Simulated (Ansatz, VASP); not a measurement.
# Cu (Cu strained to the junction's net) in two plane-wave programs

Wanted: the spread between two codes on one cell, functional and k mesh. The structure shown is the end of the Ansatz relaxation below.

Method: plane waves, with VASP 6.6.1 beside it; single point at PBE, in Ansatz 0.2.0.

### Step 1. Starting point

Symmetry: R-3m, No. 166, trigonal system. The conventional cell has a = 2.560 Å, b = 2.560 Å, c = 6.296 Å, α = 90.00°, β = 90.00°, γ = 120.00°. Cu has 12 Cu at 2.56 to 2.57 Å nearest.

### Step 2. Ansatz: relaxation, PBE

Ansatz runs on its default PAW (the set named soft_2) files.

This run makes the geometry at which the two programs are then compared.

Input file input.yaml:

```yaml
crystal:
  lattice:
    - [2.56, 0.0, 0.0]
    - [-1.28, 2.2170250337, 0.0]
    - [0.0, 0.0, 6.2989999144]
  atoms:
    - { symbol: Cu, position: [0.0, 0.0, 0.0] }
    - { symbol: Cu, position: [0.3333333333, 0.6666666667, 0.3333333333] }
    - { symbol: Cu, position: [0.6666666667, 0.3333333333, 0.6666666667] }
kpoints:
  mp_grid: { grid: [18, 18, 5] }
scf:
  occupations: { method: fermi_dirac, width: 0.1 }
  max_iter: 150
hamiltonian:
  xc: pbe
relax:
  f_tol: 0.01
  max_steps: 40
  cell: { fix: [a, b, angles] }
```

Command:

```bash
$ ansatz run input.yaml --threads 4 --pin off --max-ram 10240MiB --backend cpu --events-out ev --progress --plain --runs-dir out
```

Numbers of over 12 decimals in the logs are rounded to 6 here.

What it wrote:

```text
Engine: ansatz 0.2.0, aarch64-unknown-linux-gnu
Pseudopotentials: kind: paw
Pseudopotential: Cu, paw, valence charge 19, recommended cutoff 420 eV (normal), Cu.paw.azcp
Functional definition: PBE
  parameter kappa = 0.804
  parameter beta = 0.066725
  exchange = pbe_x(kappa = kappa, mu = beta*pi^2/3)
  correlation = pbe_c(beta = beta)
Crystal: 3 atoms, lattice volume = 35.751 Å³
Basis set: ecut = 420 eV, 723 PW (Γ), exchange–correlation on 36×36×90 points (8 copies of the dense FFT grid, shifted against one another)
Bands: 35, of which v1, the nominal top of the filled ones, is band 29 counted from 1 (28 counted from 0)
Symmetry: 36 space group operations
Space group: R-3m (ITA 166), of the structure as read, at distance tolerance 3.3e-5 Å
k-points: 165 of 1620
Non-local potential: Cu, projectors of the file, l = 0: 3, l = 1: 2, l = 2: 3, l = 3: 1
PAW form: soft (Blöchl's): semilocal exchange-correlation on the pseudo side does not see the compensation charge
PAW one-centre angular grid: Cu, 590 points (default); XC on 64 Gauss nodes
Initial density: superposition of atomic densities (neutral atoms: chi_scale 0, normalization atom), corrected by the library's trained network
Initial wavefunctions: pseudopotential atomic-orbital guess
Functional: x = pbe(κ = 0.804, μ = 0.219515), c = pbe(β = 0.066725)
SCF iter   1: F=—  HF=-19875.537193 eV  |F-HF|=—  |Δ(HF+E_count)|=         —  Δρ=7.55e-4  dr2=5.53e-5  ethr=1.77e-3  ⟨swp⟩=5.1  Hψ=18795  notcnv=0  defer=60
preconditioner: auto → Kerker (q_TF=auto, 2.949 Å⁻¹)  [metal: Δε(μ)=0.029 eV  Ē_g=11.238 eV  σ=0.100 eV  W_gap=0.07  n_scr=10 (ndim 8)  ℏωp=35.7 eV  f_vac=0.000  D(μ)=0.92/eV (n_scr^D=4)]
SCF iter   2: F=—  HF=-19875.537594 eV  |F-HF|=—  |Δ(HF+E_count)|=   4.02e-4  Δρ=4.72e-4  dr2=2.98e-5  ethr=9.70e-8  ⟨swp⟩=3.1  Hψ=15060  notcnv=0  defer=62
SCF iter   3: F=—  HF=-19875.537643 eV  |F-HF|=—  |Δ(HF+E_count)|=   4.84e-5  Δρ=1.75e-4  dr2=3.70e-6  ethr=5.22e-8  ⟨swp⟩=2.0  Hψ=8313  notcnv=0  defer=62
SCF iter   4: F=—  HF=-19875.537643 eV  |F-HF|=—  |Δ(HF+E_count)|=   5.74e-7  Δρ=5.02e-5  dr2=5.44e-7  ethr=6.50e-9  ⟨swp⟩=2.5  Hψ=9413  notcnv=0  defer=62
iter 5 did not close the SCF: its close was put off for the readings that it lacked (scf_convergence_deferred on its scf_iter line)
SCF iter   5: F=-19875.537644 eV  HF=-19875.537644 eV  |F-HF|=2.55e-9  |Δ(HF+E_count)|=   2.84e-7  Δρ=1.41e-5  dr2=5.20e-8  ethr=9.54e-10  ⟨swp⟩=2.1  Hψ=7922  notcnv=0  defer=62
SCF iter   6: F=-19875.537644 eV  HF=-19875.537644 eV  |F-HF|=2.91e-11  |Δ(HF+E_count)|=   1.73e-8  Δρ=3.25e-6  dr2=2.68e-9  ethr=9.13e-11  ⟨swp⟩=2.3  Hψ=17982  notcnv=0
SCF 1 converged in 6 iterations: F = -19875.537644 eV  dr2 = 2.68e-9
  greatest PAW one-centre occupation: 1.000 electrons in one spin orbital (limit 2), on the Cu atom at site 2 (counted from 0), in its partial waves of l = 0
relax step   1: F+E_penalty+E_count = -19875.53764378 eV  Δ(F+E_penalty+E_count) = +0.000e0 eV  max|allowed force component| = 1.098e-26 eV/Å  Δτ_max = 0.0000 Å  P = +0.506 GPa  Ω = 35.751 Å³  fix = [a, b, alpha, beta, gamma]  reactions: a +0.816, b +0.816 GPa  (6 SCF iters, dr2 threshold 1.00e-7 eV, accepted)
[...]
relax step   2: F+E_penalty+E_count = -19875.53765287 eV  Δ(F+E_penalty+E_count) = -9.091e-6 eV  max|allowed force component| = 6.453e-29 eV/Å  Δτ_max = 0.0000 Å  P = +0.534 GPa  Ω = 35.744 Å³  energy of the carried Pulay correction = +5.253e-6 eV  fix = [a, b, alpha, beta, gamma]  reactions: a +0.833, b +0.833 GPa  (6 SCF iters, dr2 threshold 3.18e-8 eV, accepted)
[...]
relax step   3: F+E_penalty+E_count = -19875.53766201 eV  Δ(F+E_penalty+E_count) = -9.139e-6 eV  max|allowed force component| = 7.637e-29 eV/Å  Δτ_max = 0.0000 Å  P = +0.571 GPa  Ω = 35.734 Å³  energy of the carried Pulay correction = +1.246e-5 eV  fix = [a, b, alpha, beta, gamma]  reactions: a +0.856, b +0.856 GPa  (6 SCF iters, dr2 threshold 1.06e-8 eV, accepted)
[...]
relax step   4: F+E_penalty+E_count = -19875.53764701 eV  Δ(F+E_penalty+E_count) = +1.500e-5 eV  max|allowed force component| = 4.873e-29 eV/Å  Δτ_max = 0.0000 Å  P = +0.572 GPa  Ω = 35.734 Å³  fix = [a, b, alpha, beta, gamma]  reactions: a +0.857, b +0.857 GPa  stress off target by 1.47e-3 GPa on what of the cell is left free  SCF on the basis re-selected at this cell (its energy is not comparable with the rows above)  (8 SCF iters)
basis re-selected at this cell: Δ(F+E_penalty+E_count) = +1.500e-5 eV, ΔP = +0.001 GPa vs the last step (what re-selecting the basis moved, of the pressure what is left beyond the Pulay correction that the steps carried, after the strain that the cell walked since its last selection, with what the two solves' SCF thresholds leave and, on support functions, any second-order correction that the steps lacked; it is no m [...]
SCF converged after 8 iterations
Free energy (F): -19875.537647 eV
Harris-Foulkes:  -19875.537647 eV  (|F-HF|=7.28e-12)
Internal energy: -19875.507492 eV  (E = F + TS)
E sigma→0 (E₀):  -19875.522570 eV
Entropy (-TS):   -0.030155 eV (-10.052 meV/atom)
Fermi energy:    16.602948 eV
--- Per-component energies (eV) ---
  E_band       = -1087.139322
  E_kinetic    = 899.527327
  E_local      = -12197.972931  (includes V_loc(G=0)·N_el)
  E_nonlocal   = 1169.511541
  E_hartree    = 5371.984883
  E_xc         = -268.554129
  E_vxc        = -346.555814  (∫ρ·V_xc dr)
  E_paw        = -4988.686184  (= ΣΔE_a)
  E_vpaw       = -1355.620049  (= ΣTr[D̂ρ^β])
  E_aug_tail   = 0.000838  (compensation charges beyond the density's cutoff)
  E_ewald      = -9861.318838
  E_smearing   = -0.030155  (= −TS)
  E_closure    = 0.000000  (closes the sum)
  Σ components = -19875.537647   (vs F -19875.537647, Δ=0.00e0)
--- Forces (eV/Å), atoms counted from 1 ---
  atom   1  Cu    -0.00000000     0.00000000     0.00000000
  atom   2  Cu     0.00000000    -0.00000000     0.00000000
  atom   3  Cu     0.00000000     0.00000000     0.00000000
  max |Σ_I F_I| component: 3.55e-29 eV/Å
--- Stress (GPa, compression-positive) ---
        0.856754      -0.000000      -0.000000
       -0.000000       0.856754       0.000000
       -0.000000       0.000000       0.001468
  P = ⅓ Tr σ = 0.5717 GPa (5.717 kbar)
--- Relaxed structure (3 steps of the walk, 3 accepted, 1 SCFs on fresh bases) ---
  F+E_penalty+E_count = -19875.53764701 eV   max|allowed force component| = 4.873e-29 eV/Å   (the final SCF, on the basis selected at the relaxed cell)
  cell:  # Å, volume = 35.7341 Å³
    - [2.560000, 0, 0]
    - [-1.280000, 2.217025, 0]
    - [0, 0, 6.296111]
  atoms:
    - { symbol: Cu, position: [0, 0, 0] }
    - { symbol: Cu, position: [0.333333, 0.666667, 0.333333] }
    - { symbol: Cu, position: [0.666667, 0.333333, 0.666667] }
```

### Step 3. VASP: single point, PBE

The same cell, functional, mesh and smearing now go to VASP, with its own data sets.

Lines of VASP's logs that name or quote its potential files are left out, and so is its time.

Input file INCAR:

```
SYSTEM = Cu
PREC = Accurate
ENCUT = 600
EDIFF = 1E-06
NELM = 120
ISMEAR = -1
SIGMA = 0.1
LREAL = .FALSE.
ALGO = Normal
GGA = PE
NBANDS = 22
LASPH = .TRUE.
LORBIT = 11
LWAVE = .FALSE.
LCHARG = .FALSE.
ISIF = 2
GGA_COMPAT = .FALSE.
```

Input file POSCAR:

```
Cu
1.0
    2.5600000000      0.0000000000      0.0000000000
   -1.2800000000      2.2170250337      0.0000000000
    0.0000000000      0.0000000000      6.2961106610
Cu
3
Direct
    0.0000000000      0.0000000000      0.0000000000
    0.3333333333      0.6666666667      0.3333333333
    0.6666666667      0.3333333333      0.6666666667
```

Input file KPOINTS:

```
Automatic mesh
0
Gamma
18 18 5
0 0 0
```

The projector-augmented-wave data sets are Cu (PBE family, release 64).

Command:

```bash
$ mpirun -np 1 vasp_std
```

What it wrote:

```text
[banner, memory and clock lines left out]
running    1 mpi-ranks, on    1 nodes
 distrk:  each k-point on    1 cores,    1 groups
 distr:  one band on    1 cores,    1 groups

 POSCAR found type information on POSCAR Cu
 POSCAR found :  1 types and       3 ions
 LDA part: xc-table for (Slater+PW92), standard interpolation
 POSCAR, INCAR and KPOINTS ok, starting setup
 FFT: planning ... GRIDC
 FFT: planning ... GRID_SOFT
 FFT: planning ... GRID
 WAVECAR not read
 entering main loop
       N       E                     dE             d eps       ncg     rms          rms(c)
DAV:   1     0.235714624289E+03    0.23571E+03   -0.16520E+04  7612   0.293E+03
DAV:   2     0.180046510952E+01   -0.23391E+03   -0.22450E+03  7260   0.386E+02
DAV:   3    -0.136606526858E+02   -0.15461E+02   -0.14235E+02  8232   0.148E+02
DAV:   4    -0.138990500107E+02   -0.23840E+00   -0.23814E+00  8844   0.232E+01
DAV:   5    -0.139020310861E+02   -0.29811E-02   -0.29810E-02  9524   0.232E+00    0.133E+01
DAV:   6    -0.123061973979E+02    0.15958E+01   -0.23846E+01  7806   0.120E+02    0.682E+00
DAV:   7    -0.112295681054E+02    0.10766E+01   -0.44103E+00  8450   0.497E+01    0.831E-01
DAV:   8    -0.112053801177E+02    0.24188E-01   -0.58987E-02  9834   0.350E+00    0.669E-01
DAV:   9    -0.111975562203E+02    0.78239E-02   -0.18897E-02  8814   0.332E+00    0.228E-02
DAV:  10    -0.111976341879E+02   -0.77968E-04   -0.54247E-04  9312   0.302E-01    0.118E-02
DAV:  11    -0.111976316942E+02    0.24937E-05   -0.16205E-05  9766   0.790E-02    0.124E-03
DAV:  12    -0.111976331799E+02   -0.14857E-05   -0.74322E-07  5788   0.128E-02    0.656E-04
DAV:  13    -0.111976333353E+02   -0.15539E-06   -0.95501E-08  5010   0.408E-03
   1 F= -.11197633E+02 E0= -.11182817E+02  d E =-.296327E-01
```

Parts of OUTCAR (step 3):

```text
ion  position               nearest neighbor table
   1  0.000  0.000  0.000-   2 2.57   3 2.57   3 2.57   2 2.57   3 2.57   2 2.57
   2  0.333  0.667  0.333-   1 2.57   1 2.57   1 2.57   3 2.57   3 2.57   3 2.57
   3  0.667  0.333  0.667-   1 2.57   1 2.57   1 2.57   2 2.57   2 2.57   2 2.57

  LATTYP: Found a hexagonal cell.
 ALAT       =     2.5600000000
 C/A-ratio  =     2.4594182270

 Subroutine GETGRP returns: Found 12 space group operations
 (whereof 12 operations were pure point group operations)

The static configuration has the point symmetry D_3d.

 Found    165 irreducible k-points:

   k-points           NKPTS =    165   k-points in BZ     NKDIM =    165   number of bands    NBANDS=     22

   dimension x,y,z NGX =    20 NGY =   20 NGZ =   50
   dimension x,y,z NGXF=    40 NGYF=   40 NGZF=  100

   ENCUT  =  600.0 eV  44.10 Ry    6.64 a.u.   5.11  5.11 12.57*2*pi/ulx,y,z

   NELECT =      33.0000    total number of electrons

 k-points in reciprocal lattice and weights: Automatic mesh
   0.00000000  0.00000000  0.00000000       0.001
   0.05555556 -0.00000000  0.00000000       0.004
   0.11111111 -0.00000000  0.00000000       0.004
   0.16666667 -0.00000000  0.00000000       0.004
   0.22222222 -0.00000000  0.00000000       0.004
   0.27777778 -0.00000000  0.00000000       0.004
   0.33333333 -0.00000000  0.00000000       0.004
   0.38888889 -0.00000000  0.00000000       0.004
   0.44444444 -0.00000000  0.00000000       0.004
[...]
-0.27777778 -0.38888889  0.40000000       0.007
   0.33333333  0.33333333  0.40000000       0.002

 average (electrostatic) potential at core
       1 -63.7873       2 -63.7873       3 -63.7873

 E-fermi :   7.4940

 k-point     1 :       0.0000    0.0000    0.0000
  band No.  band energies     occupation
    ...
     14       5.2895      2.00000
     15       5.5859      2.00000
     16       5.5859      2.00000
     17       5.5859      2.00000
     18       5.5859      2.00000
     19      15.9507      0.00000
     20      15.9507      0.00000
     21      29.2632      0.00000
     22      29.2686      0.00000

 k-point     2 :       0.0556   -0.0000    0.0000
  band No.  band energies     occupation
    ...
     14       5.2910      2.00000
     15       5.4963      2.00000
     16       5.6215      2.00000
     17       5.6653      2.00000
     18       5.7749      2.00000
     19      16.0255      0.00000
     20      16.0271      0.00000
     21      27.0071      0.00000
     22      28.1537      0.00000

 k-point     3 :       0.1111   -0.0000    0.0000
  band No.  band energies     occupation
    ...
     14       5.3001      2.00000
     15       5.4017      2.00000
     16       5.7319      2.00000
     17       5.8366      2.00000
     18       6.0948      2.00000
     19      16.2479      0.00000
     20      16.2599      0.00000
     21      24.2719      0.00000
     22      26.5867      0.00000

  Total        0.3279469      0.3279469      0.1383185      0.0000000     -0.0000000      0.0000000
  in kB       14.7038540     14.7038540      6.2016591      0.0000000     -0.0000000      0.0000000
  external PRESSURE =      11.8697891 kB  Pullay stress =       0.0000000 kB

  energy-cutoff  :      600.00
  volume of cell :       35.73
      direct lattice vectors                 reciprocal lattice vectors
     2.560000000  0.000000000  0.000000000     0.390625000  0.225527449  0.000000000
    -1.280000000  2.217025034  0.000000000     0.000000000  0.451054898  0.000000000
     0.000000000  0.000000000  6.296110661     0.000000000  0.000000000  0.158828212

 POSITION                                       TOTAL-FORCE (eV/Angst)
 -----------------------------------------------------------------------------------
      0.00000      0.00000      0.00000         0.000000      0.000000     -0.000000
     -0.00000      1.47802      2.09870        -0.000000      0.000000     -0.000000
      1.28000      0.73901      4.19741         0.000000     -0.000000      0.000000
 -----------------------------------------------------------------------------------
    total drift:                               -0.000000      0.000000      0.000000

  FREE ENERGIE OF THE ION-ELECTRON SYSTEM (eV)
  ---------------------------------------------------
  free  energy   TOTEN  =       -11.1976333353 eV

  energy  without entropy=      -11.1680006768  energy(sigma->0) =      -11.18281701

 total charge
# of ion       s       p       d       tot
------------------------------------------
    1        0.445   0.376   9.172   9.993
    2        0.445   0.376   9.172   9.993
    3        0.445   0.376   9.172   9.993
--------------------------------------------------
tot          1.335   1.128  27.516  29.979

[... 3 further parts left out ...]
```

This run has no spin polarisation. Its electron count is odd, so without a moment it is a metal by construction.

### Step 4. Side by side

Known differences besides the potentials themselves: the data sets hold 57 valence electrons in Ansatz (on its default PAW (the set named soft_2) files) and 33 in VASP; the cutoff is 420 eV in Ansatz and 600 eV in VASP; Ansatz's pressure holds a Pulay correction, VASP's none. Total energies have different zeros and are not compared.

Both answers:

```
      quantity  Ansatz  VASP  difference
pressure (GPa)    0.57  1.19       -0.62
```

### Step 5. Results

```yaml
difference_in_pressure_single_point_pbe: -0.62 GPa
```

What this shows: The difference in pressure is -0.62 GPa (single point, PBE), within the 1 GPa picked in this series as the mark of a large difference. The data sets hold unlike numbers of valence electrons (57 in Ansatz and 33 in VASP), so part of the differences comes from the potentials. Such differences can come from data sets, numerical settings and the points named under the comparisons, not from the functional's error against experiment.

[Lines on the potential files, build, host, timing and source positions are cut from VASP's logs without a mark.]

[Logs are printed without paths, hosts, clocks, repeated set-up lines and the standing remarks that a program may print on its own settings, such as how far it seeks lower states.]

[Hosts, paths, dates, database ids (printed as entryN), source tags and the programs' standing remarks are cut or masked in the printed files.]
